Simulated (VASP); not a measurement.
## HgS (relaxed from the wurtzite structure, space group P6_3mc): computed properties

Computed with PBEsol GGA, VASP's PBE PAW potentials (set 64) (plane waves; VASP).

* **space group**: P6_3mc (186)
* **cell**: a = 4.161 Å, b = 4.161 Å, c = 6.807 Å, α = 90.00°, β = 90.00°, γ = 120.00°
* **volume per atom**: 25.52 Å³/atom
* **band gap (over mesh and band path)**: none (metal, semimetal or under 0.01 eV)
* **density**: 7.57 g/cm³

Space group P6₃mc (No. 186); a = 4.161 Å, b = 4.161 Å, c = 6.807 Å, α = 90.00°, β = 90.00°, γ = 120.00°

```json
[
 {"atom": "Hg", "site": "2b", "symmetry": "3m.", "x": "0.6667", "y": "0.3333", "z": "0.4999"},
 {"atom": "S", "site": "2b", "symmetry": "3m.", "x": "0.3333", "y": "0.6667", "z": "0.3751"}
]
```

Unless said otherwise, spin-orbit coupling is left out, though it shifts the bands of the heavy elements here.

The structure was generated: HgS was put into the wurtzite type (P6_3mc), which need not be its known phase. It was relaxed first, which changed the volume by +24 %. Symmetry was kept, so distortions that lower it aren't found.
